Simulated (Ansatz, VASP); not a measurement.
**One calculation of NaBeF3, two programs**

```
CELL_PARAMETERS angstrom
3.56893 0.00000 0.00000
0.00000 3.56893 0.00000
0.00000 0.00000 3.56893
ATOMIC_POSITIONS crystal
Na 0.00000 0.00000 0.00000
Be 0.50000 0.50000 0.50000
F 0.00000 0.50000 0.50000
F 0.50000 0.00000 0.50000
F 0.50000 0.50000 0.00000
```

Change from the starting cell: species swapped into the HoBRh3 type (Pm-3m, No. 221).

Alike in both runs: functional PBE; k mesh 4 × 4 × 4; occupations gaussian, width 0.1 eV; no spin polarisation.

Ansatz relaxed the structure, and its values are those at the end. VASP's run is a single point on that final structure, the one shown.

|  | VASP | Ansatz |
| --- | --- | --- |
| version | VASP 6.6.1 | Ansatz 0.2.0 |
| potentials or method | VASP PAW PBE potentials, release 64 (Na_pv, Be, F) | scalar-relativistic, plane waves, PAW |
| plane-wave cutoff (eV) | 520 | 420 |
| valence electrons in the cell | 30 | 32 |

Ansatz gave:

| Quantity | Value |
| --- | --- |
| gap on the k mesh at the Fermi level (eV) | 7.47 |
| least direct gap on the mesh (eV) | 8.12 |
| pressure (GPa) | 0.0 |

Q: Estimate VASP's values.

A: gap on the k mesh at the Fermi level (eV): 7.45; least direct gap on the mesh (eV): 8.10; pressure (GPa): -0.2.

The two sets of potentials don't hold the same shells in valence.

Caveats: the k mesh is coarse (spacing up to 0.44 Å⁻¹), so the values aren't converged. A k mesh can miss the band edges.
